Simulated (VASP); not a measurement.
Output of a VASP run:

OUTCAR:
```
 ion  position               nearest neighbor table
   1  0.500  0.500  0.500-   2 2.81   2 2.81   2 2.81   2 2.81   2 2.81   2 2.81   2 2.81   2 2.81
  LATTYP: Found a simple cubic cell.
 ALAT       =     3.2500000000
 Subroutine PRICEL returns:
 Original cell was already a primitive cell.
 Subroutine GETGRP returns: Found 48 space group operations
The static configuration has the point symmetry O_h .
The dynamic configuration has the point symmetry O_h .
 Subroutine INISYM returns: Found 48 space group operations
 Subroutine IBZKPT returns following result:
 Found     56 irreducible k-points:

 Following reciprocal coordinates:
            Coordinates               Weight
  0.000000  0.000000  0.000000      1.000000
  0.100000  0.000000  0.000000      6.000000
  0.200000  0.000000  0.000000      6.000000
  0.300000  0.000000  0.000000      6.000000
  0.400000  0.000000  0.000000      6.000000
  0.500000  0.000000  0.000000      3.000000
  0.100000  0.100000  0.000000     12.000000
  0.200000  0.100000  0.000000     24.000000
  0.300000  0.100000  0.000000     24.000000
  0.400000  0.100000  0.000000     24.000000
  0.500000  0.100000  0.000000     12.000000
  0.200000  0.200000  0.000000     12.000000
  0.300000  0.200000  0.000000     24.000000
  0.400000  0.200000  0.000000     24.000000
  0.500000  0.200000  0.000000     12.000000
  0.300000  0.300000  0.000000     12.000000
  0.400000  0.300000  0.000000     24.000000
  0.500000  0.300000  0.000000     12.000000
  0.400000  0.400000  0.000000     12.000000
  0.500000  0.400000  0.000000     12.000000
  0.500000  0.500000  0.000000      3.000000
  0.100000  0.100000  0.100000      8.000000
  0.200000  0.100000  0.100000     24.000000
  0.300000  0.100000  0.100000     24.000000
  0.400000  0.100000  0.100000     24.000000
  0.500000  0.100000  0.100000     12.000000
  0.200000  0.200000  0.100000     24.000000
  0.300000  0.200000  0.100000     48.000000
  0.400000  0.200000  0.100000     48.000000
  0.500000  0.200000  0.100000     24.000000
  0.300000  0.300000  0.100000     24.000000
  0.400000  0.300000  0.100000     48.000000
  0.500000  0.300000  0.100000     24.000000
  0.400000  0.400000  0.100000     24.000000
  0.500000  0.400000  0.100000     24.000000
  0.500000  0.500000  0.100000      6.000000
  0.200000  0.200000  0.200000      8.000000
  0.300000  0.200000  0.200000     24.000000
  0.400000  0.200000  0.200000     24.000000
  0.500000  0.200000  0.200000     12.000000
   k-points           NKPTS =     56   k-points in BZ     NKDIM =     56   number of bands    NBANDS=     16
   number of dos      NEDOS =    301   number of ions     NIONS =      2
   total plane-waves  NPLWV =  13824
   dimension x,y,z NGX =    24 NGY =   24 NGZ =   24
   dimension x,y,z NGXF=    48 NGYF=   48 NGZF=   48
   ions per type =               1   1
   PREC   = accura    normal or accurate (medium, high low for compatibility)
   ISTART =      0    job   : 0-new  1-cont  2-samecut
   ICHARG =      2    charge: 1-file 2-atom 10-const
   ISPIN  =      1    spin polarized calculation?
   LNONCOLLINEAR =      F non collinear calculations
   LSORBIT =      F    spin-orbit coupling
   INIWAV =      1    electr: 0-lowe 1-rand  2-diag
   ENCUT  =  400.0 eV  29.40 Ry    5.42 a.u.   5.30  5.30  5.30*2*pi/ulx,y,z
   NELM   =    100;   NELMIN=  2; NELMDL= -5     # of ELM steps
   EDIFF  = 0.1E-05   stopping-criterion for ELM
   LREAL  =      F    real-space projection
   NLSPLINE    = F    spline interpolate recip. space projectors
   LMAXMIX     =    4 max onsite mixed and CHGCAR
   VOSKOWN=      0    Vosko Wilk Nusair interpolation
   EDIFFG = 0.1E-04   stopping-criterion for IOM
   NSW    =      0    number of steps for IOM
   NBLOCK =      1;   KBLOCK =      1    inner block; outer block
   IBRION =     -1    ionic relax: 0-MD 1-quasi-New 2-CG
   NFREE  =      0    steps in history (QN), initial steepest desc. (CG)
...
```

**OSZICAR**
```
       N       E                     dE             d eps       ncg     rms          rms(c)
DAV:   1     0.147516114187E+03    0.14752E+03   -0.99570E+03  1864   0.161E+03
DAV:   2     0.263566442741E+01   -0.14488E+03   -0.14116E+03  1888   0.352E+02
DAV:   3    -0.307920329055E+01   -0.57149E+01   -0.56847E+01  2184   0.780E+01
DAV:   4    -0.318908218626E+01   -0.10988E+00   -0.10986E+00  2184   0.986E+00
DAV:   5    -0.319430525794E+01   -0.52231E-02   -0.52229E-02  2656   0.192E+00    0.736E+00
DAV:   6    -0.316092830690E+01    0.33377E-01   -0.10819E-01  2288   0.746E+00    0.415E+00
DAV:   7    -0.310802431885E+01    0.52904E-01   -0.24473E-01  2224   0.680E+00    0.882E-01
DAV:   8    -0.309830173034E+01    0.97226E-02   -0.25387E-02  1960   0.165E+00    0.483E-01
DAV:   9    -0.309676559079E+01    0.15361E-02   -0.15028E-02  2280   0.157E+00    0.153E-01
DAV:  10    -0.309628000557E+01    0.48559E-03   -0.27881E-03  1928   0.556E-01    0.545E-02
DAV:  11    -0.309628133280E+01   -0.13272E-05   -0.41117E-05  2328   0.556E-02    0.124E-02
DAV:  12    -0.309628277255E+01   -0.14397E-05   -0.14967E-06  1816   0.188E-02    0.522E-03
DAV:  13    -0.309628216159E+01    0.61096E-06   -0.23289E-06  1400   0.159E-02
   1 F= -.30962822E+01 E0= -.30958824E+01  d E =-.799608E-03
```

**OUTCAR**
```
------------------------ aborting loop because EDIFF is reached ----------------------------------------
  FORCE on cell =-STRESS in cart. coord.  units (eV):
  Direction    XX          YY          ZZ          XY          YZ          ZX
  --------------------------------------------------------------------------------------
  Total        9.8061792      9.8061792      9.8061792     -0.0000000     -0.0000000      0.0000000
  in kB      457.6783030    457.6783030    457.6783030     -0.0000000     -0.0000000      0.0000000
  external PRESSURE =     457.6783030 kB  Pullay stress =       0.0000000 kB
  volume of cell :       34.33
      direct lattice vectors                 reciprocal lattice vectors
     3.250000000  0.000000000  0.000000000     0.307692308  0.000000000  0.000000000
     0.000000000  3.250000000  0.000000000     0.000000000  0.307692308  0.000000000
     0.000000000  0.000000000  3.250000000     0.000000000  0.000000000  0.307692308
 POSITION                                       TOTAL-FORCE (eV/Angst)
 -----------------------------------------------------------------------------------
      1.62500      1.62500      1.62500         0.000000      0.000000      0.000000
      0.00000      0.00000      0.00000         0.000000      0.000000      0.000000
 -----------------------------------------------------------------------------------
    total drift:                                0.000000      0.000000     -0.000000
  FREE ENERGIE OF THE ION-ELECTRON SYSTEM (eV)
  ---------------------------------------------------
  free  energy   TOTEN  =        -3.0962821616 eV

  energy  without entropy=       -3.0954825536  energy(sigma->0) =       -3.09588236
```
(Selected blocks of OUTCAR.)

**POSCAR**
```
PdIn
1
    3.2500000000     0.0000000000     0.0000000000
    0.0000000000     3.2500000000     0.0000000000
    0.0000000000     0.0000000000     3.2500000000
In Pd
1 1
Direct
  0.5000000000   0.5000000000   0.5000000000
  0.0000000000   0.0000000000   0.0000000000
```

### Question
Write an INCAR and KPOINTS that could have produced this output.

### Answer
One answer among several that fit: the input of the run itself, PBE GGA, plane waves, VASP's PBE PAW potentials (set 64).

File KPOINTS:
```
Regular mesh
0
gamma
10 10 10
```

INCAR:
```
# general
SYSTEM =PdIn
PREC   =Accurate
ENCUT  =400
LREAL  =.False.
LASPH  =.True.
NELECT =23.5

# electronic loop
EDIFF  =1E-6
NELM   =100
ALGO   =Normal
LMAXMIX=4

# smearing
ISMEAR =0
SIGMA  =0.05

# functional
GGA    =PE

# ions
ISIF   =2

# output
LWAVE  =.False.
LCHARG =.False.
```

POTCAR, in this order: In_d Pd (PBE.64 set). Program: vasp_std.

The cell is charged, with a uniform compensating background.

The compound is PdIn in the CsCl type structure. The cell was not relaxed at this level. The run is one of a series of settings (ISMEAR = 0, NELECT = 23.5, SIGMA = 0.05 against the base run), some of them coarse on purpose.
